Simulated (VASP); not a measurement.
All values below come from PBE GGA + U (Dudarev), VASP's PBE PAW potentials (set 64) (plane waves; VASP).

VASP ran on this input.

**INCAR**
```
LCHARG = .False.
LWAVE = .False.
ISIF = 2   ! forces and stress, cell fixed
LDAUTYPE = 2   ! Dudarev
LREAL = .False.   ! projection in real space or not
ENCUT = 400
LDAUL = 2 -1
LDAUJ = 0 0
ISMEAR = -1   ! Fermi-Dirac
ALGO = Normal
NELM = 100
LORBIT = 11   ! lm-projected
LMAXMIX = 4
LDAUU = 4.0 0
LASPH = .True.
LDAU = .True.
SIGMA = 0.136
SYSTEM = NiO
EDIFF = 1E-6   ! SCF stop (eV)
ISPIN = 2   ! spin-polarised
MAGMOM = 2.0 2.0 0.0 0.0
GGA = PE
PREC = Accurate
```

File POSCAR:
```
NiO
3.1907520
  1.0000000000   0.0000000000   0.0000000000
  0.0000000000   1.0000000000   0.0000000000
  0.0000000000   0.0000000000   4.9844610299
Ni O
2 2
Cartesian
  0.5000000000   0.0000000000   2.7906202900
  0.0000000000   0.5000000000   2.1938407398
  0.0000000000   0.0000000000   2.4922305149
  0.5000000000   0.5000000000   2.4922305149
```

KPOINTS:
```
Automatic mesh
0
Gamma
5 5 1
0 0 0
```

POTCAR, in this order: Ni O (PBE.64 set). Program: vasp_std.

The run wrote:

**OSZICAR**
```
       N       E                     dE             d eps       ncg     rms          rms(c)
DAV:   1     0.268018761278E+03    0.26802E+03   -0.12273E+04   528   0.108E+03
DAV:   2     0.246908537705E+02   -0.24333E+03   -0.21984E+03   668   0.292E+02
DAV:   3    -0.192741329640E+02   -0.43965E+02   -0.42305E+02   568   0.144E+02
DAV:   4    -0.207342905024E+02   -0.14602E+01   -0.14552E+01   576   0.293E+01
DAV:   5    -0.207594706772E+02   -0.25180E-01   -0.25173E-01   572   0.362E+00    0.304E+01
DAV:   6    -0.171843549078E+02    0.35751E+01   -0.43484E+01   718   0.127E+02    0.300E+01
DAV:   7    -0.152940195482E+02    0.18903E+01   -0.13274E+01   620   0.905E+01    0.120E+01
DAV:   8    -0.153942002414E+02   -0.10018E+00   -0.28137E+00   560   0.137E+01    0.843E+00
DAV:   9    -0.155962894883E+02   -0.20209E+00   -0.29766E-01   702   0.744E+00    0.147E+00
DAV:  10    -0.156886909224E+02   -0.92401E-01   -0.15710E-01   682   0.470E+00    0.107E+00
DAV:  11    -0.157045181534E+02   -0.15827E-01   -0.43459E-02   628   0.368E+00    0.361E-01
DAV:  12    -0.157109903591E+02   -0.64722E-02   -0.84922E-03   582   0.118E+00    0.288E-01
DAV:  13    -0.157097344817E+02    0.12559E-02   -0.23682E-03   678   0.440E-01    0.286E-01
DAV:  14    -0.157087647857E+02    0.96970E-03   -0.77433E-04   728   0.392E-01    0.176E-01
DAV:  15    -0.157103366938E+02   -0.15719E-02   -0.12101E-03   742   0.491E-01    0.762E-02
DAV:  16    -0.157134900910E+02   -0.31534E-02   -0.38902E-04   632   0.223E-01    0.591E-02
DAV:  17    -0.157165328153E+02   -0.30427E-02   -0.37251E-04   666   0.146E-01    0.461E-02
DAV:  18    -0.157169077866E+02   -0.37497E-03   -0.92446E-05   612   0.138E-01    0.194E-02
DAV:  19    -0.157169892480E+02   -0.81461E-04   -0.48510E-05   636   0.486E-02    0.836E-03
DAV:  20    -0.157170204618E+02   -0.31214E-04   -0.58631E-06   544   0.195E-02    0.329E-03
DAV:  21    -0.157170655460E+02   -0.45084E-04   -0.14564E-06   422   0.858E-03    0.328E-03
DAV:  22    -0.157171026927E+02   -0.37147E-04   -0.16043E-06   416   0.905E-03    0.130E-03
DAV:  23    -0.157171176367E+02   -0.14944E-04   -0.68672E-07   422   0.362E-03    0.127E-03
DAV:  24    -0.157171236761E+02   -0.60394E-05   -0.35391E-07   390   0.540E-03    0.945E-04
DAV:  25    -0.157171269140E+02   -0.32378E-05   -0.44146E-07   420   0.233E-03    0.374E-04
DAV:  26    -0.157171269991E+02   -0.85098E-07   -0.27799E-08   374   0.106E-03
   1 F= -.15717127E+02 E0= -.15618549E+02  d E =-.197155E+00  mag=     3.3277
```

OUTCAR:
```
------------------------ aborting loop because EDIFF is reached ----------------------------------------
  FORCE on cell =-STRESS in cart. coord.  units (eV):
  Direction    XX          YY          ZZ          XY          YZ          ZX
  --------------------------------------------------------------------------------------
  Total       10.3158495     10.3158495     -1.6508643      0.0000000      0.0000000     -0.0000000
  in kB      102.0747261    102.0747261    -16.3352057      0.0000000      0.0000000     -0.0000000
  external PRESSURE =      62.6047488 kB  Pullay stress =       0.0000000 kB
  volume of cell :      161.92
      direct lattice vectors                 reciprocal lattice vectors
     3.190752000  0.000000000  0.000000000     0.313405743  0.000000000  0.000000000
     0.000000000  3.190752000  0.000000000     0.000000000  0.313405743  0.000000000
     0.000000000  0.000000000 15.904179000     0.000000000  0.000000000  0.062876556
 POSITION                                       TOTAL-FORCE (eV/Angst)
 -----------------------------------------------------------------------------------
      1.59538      0.00000      8.90418        -0.000000     -0.000000     -0.118245
      0.00000      1.59538      7.00000         0.000000     -0.000000      0.118245
      0.00000      0.00000      7.95209         0.000000     -0.000000      0.000000
      1.59538      1.59538      7.95209         0.000000      0.000000      0.000000
 -----------------------------------------------------------------------------------
    total drift:                                0.000000      0.000000     -0.000000
  FREE ENERGIE OF THE ION-ELECTRON SYSTEM (eV)
  ---------------------------------------------------
  free  energy   TOTEN  =       -15.7171269991 eV

  energy  without entropy=      -15.5199716386  energy(sigma->0) =      -15.61854932

 total charge

# of ion       s       p       d       tot
------------------------------------------
    1        0.413   0.534   8.476   9.423
    2        0.413   0.534   8.476   9.423
    3        1.612   3.471   0.000   5.083
    4        1.612   3.471   0.000   5.083
--------------------------------------------------
tot          4.051   8.010  16.952  29.012

 magnetization (x)

# of ion       s       p       d       tot
------------------------------------------
    1       -0.003   0.035   1.321   1.353
    2       -0.003   0.035   1.321   1.353
    3        0.025   0.283   0.000   0.308
    4        0.025   0.283   0.000   0.308
--------------------------------------------------
tot          0.043   0.636   2.643   3.322
```
(Selected blocks of OUTCAR.)

File OUTCAR:
```
 val. band max:       -1.0050898601   @ k =   0.2000   0.0000   0.0000

 cond. band min:      -0.9702846737   @ k =   0.0000   0.0000   0.0000


 Fermi energy:        -1.0031902820

 spin component 1

 k-point     1 :       0.0000    0.0000    0.0000
  band No.  band energies     occupation
      1     -22.3926      1.00000
      2     -19.2944      1.00000
      3      -9.4037      1.00000
      4      -9.4037      1.00000
      5      -9.0899      1.00000
      6      -8.5881      1.00000
      7      -6.0680      1.00000
      8      -6.0680      1.00000
      9      -5.0875      1.00000
     10      -4.7612      1.00000
     11      -4.7260      1.00000
     12      -4.5529      1.00000
     13      -3.7821      1.00000
     14      -2.6654      1.00000
     15      -2.6654      1.00000
     16      -1.6162      0.98909
     17      -1.3811      0.94150
     18      -1.3811      0.94150
     19      -0.9703      0.43981
     20       0.2933      0.00007
     21       2.3460      0.00000
     22       3.2067      0.00000

 k-point     2 :       0.2000    0.0000    0.0000
  band No.  band energies     occupation
      1     -22.1170      1.00000
      2     -19.6128      1.00000
      3      -9.1785      1.00000
      4      -9.1516      1.00000
      5      -8.6030      1.00000
      6      -8.4745      1.00000
      7      -6.5946      1.00000
      8      -6.0497      1.00000
      9      -4.9699      1.00000
     10      -4.7843      1.00000
     11      -4.6612      1.00000
     12      -4.5804      1.00000
     13      -3.8448      1.00000
     14      -3.1206      1.00000
     15      -2.4938      0.99998
     16      -2.4730      0.99998
     17      -1.4579      0.96589
     18      -1.2918      0.89305
     19      -0.8818      0.29050
     20       0.7491      0.00000
     21       2.9430      0.00000
     22       3.7568      0.00000

 k-point     3 :       0.4000    0.0000    0.0000
...
```

At this cut-off the stress carries a Pulay error, which pulls relaxed volumes low. The cell holds a wide vacuum, so values per volume refer to the whole cell. The moments were started parallel, and other spin orders were not tried in this run.

The cell is a sheet with vacuum, built from a generated structure. A gapless solution with U can be a metastable orbital state.
